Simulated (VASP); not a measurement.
Output of a VASP run:

### OSZICAR
```
       N       E                     dE             d eps       ncg     rms          rms(c)
DAV:   1     0.106929353490E+03    0.10693E+03   -0.87794E+03   770   0.122E+03
DAV:   2    -0.934792315832E+00   -0.10786E+03   -0.10369E+03   844   0.291E+02
DAV:   3    -0.445759355989E+01   -0.35228E+01   -0.35162E+01   939   0.558E+01
DAV:   4    -0.448626491652E+01   -0.28671E-01   -0.28669E-01  1005   0.459E+00
DAV:   5    -0.448643993775E+01   -0.17502E-03   -0.17502E-03   894   0.277E-01    0.118E+01
DAV:   6    -0.420172108572E+01    0.28472E+00   -0.62796E-01   874   0.140E+01    0.855E+00
DAV:   7    -0.417195479544E+01    0.29766E-01   -0.19517E-01   869   0.381E+00    0.247E+00
DAV:   8    -0.417018439611E+01    0.17704E-02   -0.20604E-02   804   0.226E+00    0.830E-01
DAV:   9    -0.417000215744E+01    0.18224E-03   -0.13443E-03   814   0.422E-01    0.269E-01
DAV:  10    -0.417000366389E+01   -0.15064E-05   -0.14841E-04   895   0.115E-01    0.787E-02
DAV:  11    -0.417001036331E+01   -0.66994E-05   -0.35298E-05   938   0.760E-02    0.197E-02
DAV:  12    -0.417000946837E+01    0.89494E-06   -0.36729E-06   864   0.299E-02
   1 F= 0.50583154E+01 E0= 0.50583154E+01  d E =0.505832E+01
```

OUTCAR:
```
------------------------ aborting loop because EDIFF is reached ----------------------------------------
  FORCE on cell =-STRESS in cart. coord.  units (eV):
  Direction    XX          YY          ZZ          XY          YZ          ZX
  --------------------------------------------------------------------------------------
  Total        9.2594045      9.2594045      9.2594045      0.0000000      0.0000000      0.0000000
  in kB      301.0103546    301.0103546    301.0103546      0.0000000      0.0000000      0.0000000
  external PRESSURE =       1.0103546 kB  Pullay stress =     300.0000000 kB
  volume of cell :       49.28
      direct lattice vectors                 reciprocal lattice vectors
     0.000000000  2.910007235  2.910007235    -0.171820879  0.171820879  0.171820879
     2.910007235  0.000000000  2.910007235     0.171820879 -0.171820879  0.171820879
     2.910007235  2.910007235  0.000000000     0.171820879  0.171820879 -0.171820879
  FREE ENERGIE OF THE ION-ELECTRON SYSTEM (eV)
  ---------------------------------------------------
  free  energy   TOTEN  =        -4.1700094684 eV

  energy  without entropy=       -4.1700094684  energy(sigma->0) =       -4.17000947
  enthalpy is  TOTEN    =         5.0583153861 eV   P V=        9.2283248545

 reached required accuracy - stopping structural energy minimisation
```
(Selected blocks of OUTCAR.)

File POSCAR:
```
CdTe
1
   -0.0000000000     2.9100072347     2.9100072347
    2.9100072347     0.0000000000     2.9100072347
    2.9100072347     2.9100072347     0.0000000000
Cd Te
1 1
Direct
  0.0000000000   0.0000000000   0.0000000000
  0.2500000000   0.2500000000   0.2500000000
```

Write an INCAR and KPOINTS that could have produced this output.

Several could match; the one computed here: the input of the run itself, PBEsol GGA, plane waves, VASP's PBE PAW potentials (set 64).

KPOINTS:
```
Automatic
0
Gamma
 8 8 8
0 0 0
```

### INCAR
```
# general
SYSTEM   =  CdTe
PREC     =  Accurate
ENCUT    =  500
LREAL    =  .FALSE.
LASPH    =  .TRUE.

# electronic loop
EDIFF    =  1E-6
NELM     =  100
ALGO     =  Normal
LMAXMIX  =  4

# smearing
ISMEAR   =  0
SIGMA    =  0.05

# functional
GGA      =  PS

# ions
IBRION   =  2
NSW      =  40
ISIF     =  3
EDIFFG   =  -0.02
PSTRESS  =  300

# output
LWAVE    =  .FALSE.
LCHARG   =  .FALSE.
```

POTCAR, in this order: Cd Te (PBE.64 set). Program: vasp_std.

The structure was generated: CdTe was put into the zinc blende type (F-43m), which need not be its known phase. It was relaxed first under an external pressure of 30 GPa.
